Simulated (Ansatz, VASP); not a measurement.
# Tl2Cl3 in two plane-wave programs, part 2 of 2

Wanted: the spread between two codes on one cell, functional and k mesh.

VASP 6.6.1 and Ansatz 0.2.0.

So far: The starting structure; VASP: relaxation of cell and atoms, PBEsol.

**3. Ansatz: relaxation of cell and atoms, PBEsol**

Level of this step: Ansatz beside VASP: Kohn-Sham DFT, plane waves, PBEsol (Ansatz).

Ansatz runs on its default PAW (the set named soft_2) files.

The same cell, functional, mesh and smearing now go to Ansatz, which takes its cutoff from its data sets.

input.yaml reads:

```yaml
crystal:
  lattice:
    - [2.2265270129, 1.2854859702, 8.6859090568]
    - [-2.2265270129, 1.2854859702, 8.6859090568]
    - [0.0, -2.5709719405, 8.6859090568]
  atoms:
    - { symbol: Tl, position: [0.3989436978, 0.3989436978, 0.3989436978] }
    - { symbol: Tl, position: [0.6010563022, 0.6010563022, 0.6010563022] }
    - { symbol: Cl, position: [0.7809141753, 0.7809141753, 0.7809141753] }
    - { symbol: Cl, position: [0.2190858247, 0.2190858247, 0.2190858247] }
    - { symbol: Cl, position: [0.0, 0.0, 0.0] }
hamiltonian:
  xc: pbesol
  pseudopotentials: { kind: paw }
kpoints:
  mp_grid: { grid: [5, 5, 5] }
scf:
  occupations: { method: gaussian, width: 0.05 }
relax:
  f_tol: 0.01
  max_steps: 60
  cell: { stress_tol: 0.05 }
output:
  forces: true
  stress: true
```

Launch:

```bash
$ ansatz run input.yaml --threads 4 --pin off --max-ram 9216MiB --backend cpu --events-out ev --progress --plain --runs-dir out
```

Numbers of over 12 decimals in the logs are rounded to 6 here.

The program printed:

```text
basis.fft_grid_basis auto: the FFT boxes are laid along the combinations [[1, 0, -1], [0, 1, -1], [0, 0, 1]] of the cell's own vectors, 4.453, 4.453 and 9.058 Å long. The dense box has 30×30×64 points. Along the cell's own vectors, as sized, it would have 64×64×64, 4.55 times as many. Of the 12 symmetry operations that the crystal satisfies within crystal.symmetry.tolerance (time reversal apart; of a slab, those that [...]
Engine: ansatz 0.2.0, aarch64-unknown-linux-gnu
Pseudopotentials: kind: paw
Pseudopotential: Tl, paw, valence charge 13, recommended cutoff 420 eV (normal), Tl.paw.azcp
Pseudopotential: Cl, paw, valence charge 7, recommended cutoff 420 eV (normal), Cl.paw.azcp
Functional definition: PBEsol
  exchange = pbesol_x
  correlation = pbesol_c
Crystal: 5 atoms, lattice volume = 149.163 Å³
Basis set: ecut = 420 eV, 2927 PW (Γ), FFT grids on a1−a3, a2−a3, a3, exchange–correlation on 60×60×128 points (8 copies of the dense FFT grid, shifted against one another)
Bands: 29, of which v1, the nominal top of the filled ones, is band 24 counted from 1 (23 counted from 0)
Symmetry: 12 space group operations
Space group: R-3m (ITA 166), of the structure as read, at distance tolerance 5.3e-5 Å
k-points: 19 of 125
Non-local potential: Tl, projectors of the file, l = 0: 2, l = 1: 2, l = 2: 2, l = 3: 1
Non-local potential: Cl, projectors of the file, l = 0: 2, l = 1: 2, l = 2: 2
PAW form: soft (Blöchl's): semilocal exchange-correlation on the pseudo side does not see the compensation charge
PAW frozen core: Tl, regenerated for the run's functional, and the local potential with it (the file was generated under x = pbe(κ = 0.804, μ = 0.219515), c = pbe(β = 0.066725))
PAW frozen core: Cl, regenerated for the run's functional, and the local potential with it (the file was generated under x = pbe(κ = 0.804, μ = 0.219515), c = pbe(β = 0.066725))
PAW one-centre angular grid: Tl, 590 points (default); XC on 64 Gauss nodes
PAW one-centre angular grid: Cl, 110 points (default); XC on 64 Gauss nodes
Initial density: superposition of atomic densities (neutral atoms: chi_scale 0, normalization atom), corrected by the library's trained network
Initial wavefunctions: pseudopotential atomic-orbital guess
Functional: x = pbesol(κ = 0.804, μ = 0.123457), c = pbesol(β = 0.046)
SCF iter   1: F=—  HF=-25777.374822 eV  |F-HF|=—  |Δ(HF+E_count)|=         —  Δρ=5.46e-3  dr2=5.55e-2  ethr=1.77e-3  ⟨swp⟩=7.0  Hψ=2429  notcnv=0
preconditioner: auto → LDOS  [insulator: Δε(μ)=0.055 eV  Ē_g=11.801 eV  σ=0.050 eV  W_gap=0.52  n_scr=30 (ndim 8)  ℏωp=20.8 eV  f_vac=0.090  D(μ)=2.66/eV (n_scr^D=16)  ε∞_Penn≈4.1  β→1.0]
SCF iter   2: F=—  HF=-25777.359149 eV  |F-HF|=—  |Δ(HF+E_count)|=   1.57e-2  Δρ=2.15e-3  dr2=1.25e-2  ethr=1.18e-4  ⟨swp⟩=2.0  Hψ=1235  notcnv=0  defer=19
SCF iter   3: F=—  HF=-25777.356594 eV  |F-HF|=—  |Δ(HF+E_count)|=   2.56e-3  Δρ=1.38e-3  dr2=3.54e-3  ethr=2.65e-5  ⟨swp⟩=2.0  Hψ=1007  notcnv=0  defer=19
SCF iter   4: F=—  HF=-25777.355656 eV  |F-HF|=—  |Δ(HF+E_count)|=   9.39e-4  Δρ=5.50e-4  dr2=9.42e-4  ethr=7.53e-6  ⟨swp⟩=2.1  Hψ=913  notcnv=0  defer=19
SCF iter   5: F=—  HF=-25777.355509 eV  |F-HF|=—  |Δ(HF+E_count)|=   1.47e-4  Δρ=3.58e-4  dr2=3.01e-4  ethr=2.01e-6  ⟨swp⟩=2.0  Hψ=916  notcnv=0  defer=19
SCF iter   6: F=—  HF=-25777.355411 eV  |F-HF|=—  |Δ(HF+E_count)|=   9.74e-5  Δρ=6.01e-5  dr2=1.27e-5  ethr=6.41e-7  ⟨swp⟩=2.1  Hψ=933  notcnv=0  defer=19
SCF iter   7: F=—  HF=-25777.355400 eV  |F-HF|=—  |Δ(HF+E_count)|=   1.14e-5  Δρ=1.34e-5  dr2=6.97e-7  ethr=2.71e-8  ⟨swp⟩=2.0  Hψ=677  notcnv=0  defer=19
SCF iter   8: F=-25777.355400 eV  HF=-25777.355400 eV  |F-HF|=6.48e-8  |Δ(HF+E_count)|=   5.30e-8  Δρ=5.94e-6  dr2=8.82e-8  ethr=2.13e-10  ⟨swp⟩=3.0  Hψ=2254  notcnv=0
SCF 1 converged in 8 iterations: F = -25777.355400 eV  dr2 = 8.82e-8
  greatest PAW one-centre occupation: 0.968 electrons in one spin orbital (limit 2), on the Tl atom at site 1 (counted from 0), in its partial waves of l = 2
relax step   1: F+E_penalty+E_count = -25777.35539987 eV  Δ(F+E_penalty+E_count) = +0.000e0 eV  max|allowed force component| = 6.564e-2 eV/Å  Δτ_max = 0.0000 Å  P = +0.002 GPa  Ω = 149.163 Å³  (8 SCF iters, dr2 threshold 1.00e-7 eV, accepted)
[...]
relax step   2: F+E_penalty+E_count = -25777.35698439 eV  Δ(F+E_penalty+E_count) = -1.585e-3 eV  max|allowed force component| = 2.593e-3 eV/Å  Δτ_max = 0.0211 Å  P = +0.034 GPa  Ω = 149.929 Å³  energy of the carried Pulay correction = -8.025e-5 eV  (6 SCF iters, dr2 threshold 2.69e-7 eV, accepted)
[...]
relax step   3: F+E_penalty+E_count = -25777.35703850 eV  Δ(F+E_penalty+E_count) = -5.411e-5 eV  max|allowed force component| = 1.620e-3 eV/Å  Δτ_max = 0.0094 Å  P = +0.012 GPa  Ω = 150.314 Å³  energy of the carried Pulay correction = -1.205e-4 eV  (7 SCF iters, dr2 threshold 6.64e-9 eV, accepted)
[...]
relax step   4: F+E_penalty+E_count = -25777.35716826 eV  Δ(F+E_penalty+E_count) = -1.298e-4 eV  max|allowed force component| = 1.612e-3 eV/Å  Δτ_max = 0.0000 Å  P = +0.012 GPa  Ω = 150.314 Å³  stress off target by 2.03e-2 GPa  SCF on the basis re-selected at this cell (its energy is not comparable with the rows above)  (5 SCF iters)
basis re-selected at this cell: Δ(F+E_penalty+E_count) = -1.298e-4 eV, ΔP = +0.000 GPa vs the last step (what re-selecting the basis moved, of the pressure what is left beyond the Pulay correction that the steps carried, after the strain that the cell walked since its last selection, with what the two solves' SCF thresholds leave and, on support functions, any second-order correction that the steps lacked; it is no m [...]
SCF converged after 5 iterations
Free energy (F): -25777.357168 eV
Harris-Foulkes:  -25777.357168 eV  (|F-HF|=1.46e-11)
Internal energy: -25777.353704 eV  (E = F + TS)
E sigma→0 (E₀):  -25777.355436 eV
Entropy (-TS):   -0.003464 eV (-0.693 meV/atom)
Fermi energy:    3.820576 eV
--- Per-component energies (eV) ---
  E_band       = -158.553455
  E_kinetic    = 1146.258611
  E_local      = -3133.398461  (includes V_loc(G=0)·N_el)
  E_nonlocal   = 727.393390
  E_hartree    = 1142.219347
  E_xc         = -772.787024
  E_vxc        = -644.594194  (∫ρ·V_xc dr)
  E_paw        = -21960.047586  (= ΣΔE_a)
  E_vpaw       = -538.651776  (= ΣTr[D̂ρ^β])
  E_aug_tail   = 0.000349  (compensation charges beyond the density's cutoff)
  E_ewald      = -2927.304155
  E_core_change = 0.311826  (= ΣΔE_core)
  E_smearing   = -0.003464  (= −TS)
  E_closure    = 0.000000  (closes the sum)
  Σ components = -25777.357168   (vs F -25777.357168, Δ=0.00e0)
--- Forces (eV/Å), atoms counted from 1 ---
  atom   1  Tl     0.00000000     0.00000000    -0.00161236
  atom   2  Tl     0.00000000    -0.00000000     0.00161236
  atom   3  Cl     0.00000000    -0.00000000     0.00071294
  atom   4  Cl     0.00000000     0.00000000    -0.00071294
  atom   5  Cl    -0.00000000     0.00000000    -0.00000000
  max |Σ_I F_I| component: 1.85e-17 eV/Å
--- Stress (GPa, compression-positive) ---
        0.020305       0.000000       0.000000
        0.000000       0.020305       0.000000
        0.000000       0.000000      -0.003214
  P = ⅓ Tr σ = 0.0125 GPa (0.125 kbar)
--- Relaxed structure (3 steps of the walk, 3 accepted, 1 SCFs on fresh bases) ---
  F+E_penalty+E_count = -25777.35716826 eV   max|allowed force component| = 1.612e-3 eV/Å   (the final SCF, on the basis selected at the relaxed cell)
  cell:  # Å, volume = 150.3144 Å³
    - [2.233347, 1.289424, 8.699565]
    - [-2.233347, 1.289424, 8.699565]
    - [0, -2.578847, 8.699565]
  atoms:
    - { symbol: Tl, position: [0.399106, 0.399106, 0.399106] }
    - { symbol: Tl, position: [0.600894, 0.600894, 0.600894] }
    - { symbol: Cl, position: [0.779744, 0.779744, 0.779744] }
    - { symbol: Cl, position: [0.220256, 0.220256, 0.220256] }
    - { symbol: Cl, position: [0, 0, 0] }
```

Run time: 4.9 s. Hardware: 4 threads of Arm Neoverse V1, shared host; peak memory 0.47 GiB; 18 s of CPU time.

**4. Differences**

Known differences besides the potentials themselves: both relaxations stop at a tolerance, which leaves soft axes loose, and VASP keeps its plane-wave basis; the data sets hold 47 valence electrons in Ansatz (default PAW (the set named soft_2) files) and 27 in VASP; the cutoff is 420 eV in Ansatz and 350 eV in VASP; Ansatz makes its cores anew for this functional, VASP keeps those of its PBE data sets; VASP leaves aspherical gradient terms in its spheres out (LASPH is not set), Ansatz keeps them; Ansatz adds a Pulay correction to the stress that steers its cell, VASP none. Total energies have different zeros and are not compared.

The two programs side by side:

| quantity | Ansatz | VASP | difference |
| --- | --- | --- | --- |
| volume (Å³) | 150.31 | 149.16 | +0.77 % |
| edge a after relaxation, in the typed setting (Å) | 9.074 | 9.058 | +0.17 % |

The walks stopped with 0.01 GPa left in Ansatz and -0.04 GPa in VASP; each walk ends within a tolerance, so the volume difference is uncertain by about these residues over the bulk modulus, most in soft cells.

**5. Results**

| Item | Value |
| --- | --- |
| difference in volume (relaxation of cell and atoms, PBEsol) | 0.77 % |

The difference in volume is 0.77 % (relaxation of cell and atoms, PBEsol), within the 1.2 % picked in this series as the mark of a large difference, as far as the stopping tolerances let one tell. Such differences can come from data sets, numerical settings and the points named under the comparisons, not from the functional's error against experiment.

[Lines on the potential files, build, host, timing and source positions are cut from VASP's logs without a mark.]

[Logs are printed without paths, hosts, clocks, repeated set-up lines and the standing remarks that a program may print on its own settings, such as how far it seeks lower states.]

[Hosts, paths, dates, database ids (printed as entryN), source tags and the programs' standing remarks are cut or masked in the printed files.]
